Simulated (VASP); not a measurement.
The system is CaO.

```
CELL_PARAMETERS angstrom
0.00000 2.39000 2.39000
2.39000 0.00000 2.39000
2.39000 2.39000 0.00000
ATOMIC_POSITIONS crystal
Ca 0.00000 0.00000 0.00000
O 0.50000 0.50000 0.50000
```

The cell was built by a generator and needn't be a form met in nature.

| Property | Result |
| --- | --- |
| Program | VASP 6.6.1 |
| Task | relaxation of cell and atoms |
| Functional | PBE |
| Potentials or basis | VASP PAW PBE potentials, release 64 (Ca_sv, O) |
| Cutoff | 700 eV |
| k mesh | 10 × 10 × 10 |
| Occupations | gaussian, width 0.02 eV |
| Spin | no spin polarisation |

At the start: pressure 4.1 GPa; volume 13.65 Å³/atom.

Q: How do energy, volume and symmetry change on relaxing?

A: Over 3 steps the energy falls by 6.1 meV/atom and the volume is 14.15 Å³/atom (+3.6 %); space group Fm-3m (No. 225, to 0.05 Å).

Step by step:
| step | energy change (eV) | largest force (eV/Å) | pressure (GPa) | volume (Å³) |
| --- | --- | --- | --- | --- |
| 1 | 0.0000 | 0.0000 | 4.08 | 27.30 |
| 2 | -0.0104 | 0.0000 | -1.47 | 28.70 |
| 3 | -0.0123 | 0.0000 | 0.00 | 28.30 |

Final structure:
```cif
data_structure
_symmetry_space_group_name_H-M 'P 1'
_symmetry_Int_Tables_number 1
_cell_length_a 3.4204
_cell_length_b 3.4204
_cell_length_c 3.4204
_cell_angle_alpha 60.000
_cell_angle_beta 60.000
_cell_angle_gamma 60.000
_cell_volume 28.30
loop_
_atom_site_label
_atom_site_type_symbol
_atom_site_fract_x
_atom_site_fract_y
_atom_site_fract_z
_atom_site_occupancy
Ca1 Ca 0.00000 0.00000 0.00000 1
O1 O 0.50000 0.50000 0.50000 1
```
